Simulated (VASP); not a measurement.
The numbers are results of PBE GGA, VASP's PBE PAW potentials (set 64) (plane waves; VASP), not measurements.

Input for VASP

### POSCAR
```
ZrO2
1
    0.0000000000     2.5450000000     2.5450000000
    2.5450000000     0.0000000000     2.5450000000
    2.5450000000     2.5450000000     0.0000000000
Zr O
1 2
Direct
  0.0000000000   0.0000000000   0.0000000000
  0.2500000000   0.2500000000   0.2500000000
  0.7500000000   0.7500000000   0.7500000000
```

**INCAR**
```
SYSTEM = ZrO2
PREC = Accurate
ENCUT = 520
EDIFF = 1E-6
NELM = 100
ALGO = Normal
LREAL = .FALSE.
LASPH = .TRUE.
ISMEAR = 0
SIGMA = 0.05
GGA = PE
LMAXMIX = 4
LWAVE = .FALSE.
LCHARG = .FALSE.
ISIF = 2
```

### KPOINTS
```
K-points
0
gamma
 1 1 1
```

POTCAR, in this order: Zr_sv O (PBE.64 set). Program: vasp_std.

Task: Predict the energy per atom (σ→0), pressure.

Result: 
```json
{
  "energy per atom (σ→0)": "-9.950 eV/atom",
  "pressure": "-25.38 GPa"
}
```

**OSZICAR**
```
...
DAV:   7    -0.298118394011E+02    0.38139E-01   -0.57128E-01    40   0.689E+00    0.645E+00
DAV:   8    -0.298462783860E+02   -0.34439E-01   -0.15616E-01    48   0.377E+00    0.601E-01
DAV:   9    -0.298484648715E+02   -0.21865E-02   -0.50620E-03    40   0.673E-01    0.272E-01
DAV:  10    -0.298501490872E+02   -0.16842E-02   -0.29953E-03    40   0.570E-01    0.859E-02
DAV:  11    -0.298501109799E+02    0.38107E-04   -0.13891E-04    40   0.114E-01    0.231E-02
DAV:  12    -0.298500940338E+02    0.16946E-04   -0.44712E-05    32   0.513E-02    0.134E-02
DAV:  13    -0.298500938658E+02    0.16800E-06   -0.24393E-06    40   0.133E-02
   1 F= -.29850094E+02 E0= -.29850094E+02  d E =-.284256E-12
```

The compound is ZrO2 in the fluorite structure, the high-temperature cubic form, which is unstable at 0 K; the monoclinic form is the stable one. The cell was not relaxed at this level. The k-mesh is coarse (spacing up to 2.14 per Å, 2π included), so the numbers may not be converged in it. The run is one of a series of settings (KPOINTS 1×1×1 Γ-centred mesh against the base run), some of them coarse on purpose.
